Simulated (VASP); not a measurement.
Input:

```
NiSi
1.0
    5.13042     0.00000     0.00000
    0.00000     3.32548     0.00000
    0.00000     0.00000     5.56808
Si Ni
4 4
Cartesian
  4.21153   2.49411   3.24383
  0.91889   0.83137   2.32424
  3.48411   0.83137   0.45979
  1.64632   2.49411   5.10828
  2.60495   0.83137   3.83472
  2.52548   2.49411   1.73336
  5.09069   2.49411   1.05068
  0.03973   0.83137   4.51740
```

The numbers are results of r2SCAN meta-GGA, VASP's PBE PAW potentials (set 64) (plane waves; VASP 6.6.1), not measurements. Settings: 400 eV cut-off, 7×10×6 Γ-centred mesh, tetrahedra with Blöchl corrections, potentials Si Ni.

Q: Give the energies of bands 19 to 32 at the high-symmetry points, in eV from the Fermi level.

A: 
```csv
band,Γ,X,S,Y,Z,U,R,T
19,-2.59,-2.88,-3.10,-2.68,-2.97,-2.88,-2.82,-2.91
20,-2.56,-2.88,-3.10,-2.68,-2.97,-2.88,-2.82,-2.91
21,-2.45,-2.62,-2.27,-2.36,-2.33,-2.47,-2.39,-2.49
22,-2.35,-2.62,-2.27,-2.36,-2.33,-2.47,-2.39,-2.49
23,-2.26,-2.16,-2.27,-2.35,-2.26,-2.35,-2.39,-2.20
24,-2.13,-2.16,-2.27,-2.35,-2.26,-2.35,-2.39,-2.20
25,-2.09,-2.06,-1.88,-2.10,-1.66,-1.17,-2.09,-2.18
26,-1.30,-2.06,-1.88,-2.10,-1.66,-1.17,-2.09,-2.18
27,-1.19,1.01,-1.88,-1.60,-0.33,0.71,-2.09,-1.89
28,-1.11,1.01,-1.88,-1.60,-0.33,0.71,-2.09,-1.89
29,0.59,1.15,0.52,-0.67,1.01,2.47,2.66,0.08
30,1.40,1.15,0.52,-0.67,1.01,2.47,2.66,0.08
31,3.55,4.18,0.52,2.09,3.57,2.97,2.66,1.49
32,4.21,4.18,0.52,2.09,3.57,2.97,2.66,1.49
```

It has no gap at this level: it comes out as a metal or semimetal.

The structure comes from a computed database's SiNi entry (Pnma), a phase known from measurement. It was relaxed first. The run is not spin-polarised, so no magnetic state was tried.
